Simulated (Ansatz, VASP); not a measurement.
# SiF in VASP and in Ansatz

```xyz
2
Lattice="1.3562 0.7830 3.9496 -1.3562 0.7830 3.9496 0.0000 -1.5660 3.9496" Properties=species:S:1:pos:R:3 pbc="T T T"
Si    0.0000    0.0000    5.9244
F     0.0000    0.0000    0.0000
```

The cell was built by a generator and needn't be a form met in nature.

Alike in both runs: task single point; functional PBE; k mesh 12 × 12 × 12; occupations fermi-dirac, width 0.05 eV; no spin polarisation.

|  | VASP | Ansatz |
| --- | --- | --- |
| version | VASP 6.6.1 | Ansatz 0.2.0 |
| potentials or method | VASP PAW PBE potentials, release 64 (Si, F) | Ansatz PAW |
| plane-wave cutoff (eV) | 520 | 420 |
| valence electrons in the cell | 11 | 11 |

```csv
,VASP,Ansatz,Ansatz less VASP
gap on the k mesh at the Fermi level (eV),none,none,-
pressure (GPa),-3.2,-3.0,+0.19
largest component of the traceless stress (GPa),2.03,2.06,+0.027
```

A gap of «none» marks a metal or a gap that the smearing closes.

Caveats: an odd number of electrons without spin polarisation forces a metal; a magnetic or distorted state may lie lower; the pressure holds a Pulay correction of +0.5 GPa for the finite cutoff (Ansatz).
